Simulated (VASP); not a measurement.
# Sb2Pd: structure and properties in VASP, part 2 of 2

How well does PBEsol reproduce what experiment finds for Sb2Pd? The cell is relaxed first, and properties follow on it. The start is a cell from a database of measured crystal structures.

VASP 6.6.1, plane waves and PAW; the level of theory is named at each step.

Still holding for the runs below: The k-mesh is coarse for a metal.

So far. Step 9 (Volume scan with PBEsol, volume scale 0.98): The run ends at a pressure of 2.21 GPa, with forces up to 0.028 eV/Å.

## Step 10: Volume scan with PBEsol, volume scale 1

Input file INCAR:

```
SYSTEM = Sb2Pd
PREC = Accurate
ENCUT = 400
EDIFF = 1E-06
NELM = 100
ISMEAR = 0
SIGMA = 0.05
LREAL = .FALSE.
ALGO = Normal
GGA = PS
NBANDS = 52
LASPH = .TRUE.
LORBIT = 11
LWAVE = .FALSE.
LCHARG = .FALSE.
KPAR = 8
ISIF = 2
```

Input file POSCAR:

```
Sb2Pd
1.0
    6.4621170971      0.0000000000      0.0000000000
    0.0000000000      6.4621170971      0.0000000000
    0.0000000000      0.0000000000      6.4621170971
Sb Pd
8 4
Direct
    0.3722996310      0.3722996310      0.3722996310
    0.1277003690      0.6277003690      0.8722996310
    0.8722996310      0.1277003690      0.6277003690
    0.6277003690      0.8722996310      0.1277003690
    0.6277003690      0.6277003690      0.6277003690
    0.8722996310      0.3722996310      0.1277003690
    0.1277003690      0.8722996310      0.3722996310
    0.3722996310      0.1277003690      0.8722996310
    0.0000000000      0.0000000000      0.0000000000
    0.5000000000      0.0000000000      0.5000000000
    0.5000000000      0.5000000000      0.0000000000
    0.0000000000      0.5000000000      0.5000000000
```

Input file KPOINTS:

```
Automatic mesh
0
Gamma
4 4 4
0 0 0
```

The projector-augmented-wave data sets are Sb and Pd (PBE family, release 64).

Command:

```
mpirun -np 8 vasp_std
```

Run time: 24 s. Hardware: 8 MPI ranks of Intel Xeon Platinum 8259CL at 2.50GHz (Skylake/Cascade Lake), shared host; peak memory 2.5 GiB; 3.1 min of CPU time.

The pressure falls from 2.21 to 0.00 GPa.

The run ends at a pressure of 0.00 GPa, with forces up to 0.0020 eV/Å.

## Step 11: Volume scan with PBEsol, volume scale 1.02

INCAR is that of step 10.

Edit POSCAR of step 10 so:

```diff
@@ -2,5 +2,5 @@
 1.0
-    6.4621170971      0.0000000000      0.0000000000
-    0.0000000000      6.4621170971      0.0000000000
-    0.0000000000      0.0000000000      6.4621170971
+    6.5049138218      0.0000000000      0.0000000000
+    0.0000000000      6.5049138218      0.0000000000
+    0.0000000000      0.0000000000      6.5049138218
 Sb Pd
```

KPOINTS is that of step 10.

Command:

```
mpirun -np 8 vasp_std
```

Run time: 30 s. Hardware: 8 MPI ranks; peak memory 2.5 GiB; 3.1 min of CPU time.

The pressure falls from 0.00 to -1.96 GPa.

The run ends at a pressure of -1.96 GPa, with forces up to 0.022 eV/Å.

## Step 12: Volume scan with PBEsol, volume scale 1.04

INCAR is that of step 11.

Edit POSCAR of step 11 so:

```diff
@@ -2,5 +2,5 @@
 1.0
-    6.5049138218      0.0000000000      0.0000000000
-    0.0000000000      6.5049138218      0.0000000000
-    0.0000000000      0.0000000000      6.5049138218
+    6.5471547055      0.0000000000      0.0000000000
+    0.0000000000      6.5471547055      0.0000000000
+    0.0000000000      0.0000000000      6.5471547055
 Sb Pd
```

KPOINTS is that of step 11.

Command:

```
mpirun -np 8 vasp_std
```

Wall time 38 s (8 MPI ranks); peak memory 2.9 GiB.

The pressure falls from -1.96 to -3.70 GPa.

The run ends at a pressure of -3.70 GPa, with forces up to 0.044 eV/Å.

## Step 13: Volume scan with PBEsol, volume scale 1.06

A prediction first. A parabola through the 6 pressures of evenly scaled cells so far, P = -0.01 -104.6 t +269 t² GPa with t = ln(V/V₁) and V₁ the volume at scale 1, gives -5.19 GPa at t = +0.0583.

INCAR is that of step 12.

Edit POSCAR of step 12 so:

```diff
@@ -2,5 +2,5 @@
 1.0
-    6.5471547055      0.0000000000      0.0000000000
-    0.0000000000      6.5471547055      0.0000000000
-    0.0000000000      0.0000000000      6.5471547055
+    6.5888574522      0.0000000000      0.0000000000
+    0.0000000000      6.5888574522      0.0000000000
+    0.0000000000      0.0000000000      6.5888574522
 Sb Pd
```

KPOINTS is that of step 12.

Command:

```
mpirun -np 8 vasp_std
```

Elapsed: 39 s, on 8 MPI ranks; peak memory 2.9 GiB.

The pressure falls from -3.70 to -5.25 GPa. The parabola predicted -5.19 GPa, +0.06 GPa off.

## Step 14: The series together

Times are for 8 MPI ranks of Intel Xeon Platinum 8259CL at 2.50GHz (Skylake/Cascade Lake), shared host. The runs compared:

```csv
no.,volume scale,energy above the lowest point (meV/atom),pressure (GPa),time,memory (GiB)
1,0.94,30.73,7.501,24 s,2.5
2,0.96,13.36,4.697,24 s,2.5
3,0.98,3.37,2.212,24 s,2.5
4,1,0,0.002022,24 s,2.5
5,1.02,2.45,-1.960,30 s,2.5
6,1.04,10.12,-3.702,38 s,2.9
7,1.06,22.42,-5.246,39 s,2.9
```

## Step 15: Fit for PBEsol

This step: Birch-Murnaghan fit, PBEsol; plane waves and PAW (VASP 6.6.1).

Derived from the runs above.

This step gave:

```yaml
pressure_derivative_of_the_bulk_modulus: 4.865
r_m_s_error_of_the_fit: 5.99e-6 eV/atom
minimum_inside_the_sampled_range: yes
bulk_modulus: 103.5 GPa
equilibrium_volume_of_the_fit: 22.51 Å³/atom
```

Table of energy above the fitted minimum by volume:

```csv
volume (Å³/atom),energy above the fitted minimum (eV/atom)
21.14,0.0307
21.59,0.0134
22.04,0.00339
22.49,1.7e-5
22.94,0.00247
23.39,0.0101
23.84,0.0224
```

The fitted volume lies +0.12 % from the relaxed one. At a finite cutoff and mesh the minimum of the energy and the zero of the stress don't quite coincide, and the relaxation stops at a threshold. The atoms bear forces along the scan, since they were held; freeing them would lower the modulus.

## Step 16: What came out

| Item | Value |
| --- | --- |
| relaxed volume | 22.49 Å³/atom |
| relaxed conventional cell a, b, c | 6.462, 6.462, 6.462 Å |
| space group after relaxing, within 0.02 Å | Pa-3 (No. 205) |
| band gap | none, a metal |
| DOS at the Fermi level | 3.25 states/eV/cell |
| band gap (PBEsol + SOC) | none, a metal |
| bulk modulus from the fit | 104 GPa |
| volume from the fit | 22.5 Å³/atom |

With PBEsol, Sb2Pd relaxes to 22.49 Å³/atom in space group Pa-3 (held by the symmetry of the run), comes out as a metal and has a bulk modulus of 104 GPa at fixed shape and positions, an upper bound. Against the listed cell the volume lies +0.2 %. Band structure (PBEsol): Of the bands kept, 5 cross the Fermi level on this path. Band structure (PBEsol + SOC): Of the bands kept, 10 cross the Fermi level on this path (spinor bands, one electron each). The k-sampling is coarse for a metal, so the Fermi level, pressures and the shape of the cell carry errors. No search among competing phases was made, and a listed structure need not be the one stable at ambient conditions. All values are for a static lattice at zero temperature.

Comparison with the measured values:

| quantity | measured | PBEsol |
| --- | --- | --- |
| lattice constant a (Å) | 6.464 | 6.462 (-0.0 %) |

Measured values from arxiv:1904.08014 (2019).

Verdict: The lattice constant a matches within 0.05 %: good agreement. The grades are ours: good and fair within 0.7 and 1.5 % for the lattice constant a. For lattice constants the calculation has a static lattice, without zero-point motion or thermal expansion (measured at up to 300 K).

[Lines on the potential files, build, host, timing and source positions are cut from VASP's logs without a mark.]

[Logs are printed without paths, hosts, clocks, repeated set-up lines and the standing remarks that a program may print on its own settings, such as how far it seeks lower states.]

[Hosts, paths, dates, database ids (printed as entryN), source tags and the programs' standing remarks are cut or masked in the printed files.]

[A measured line is paired with the nearest computed mode of its activity, which favours agreement.]
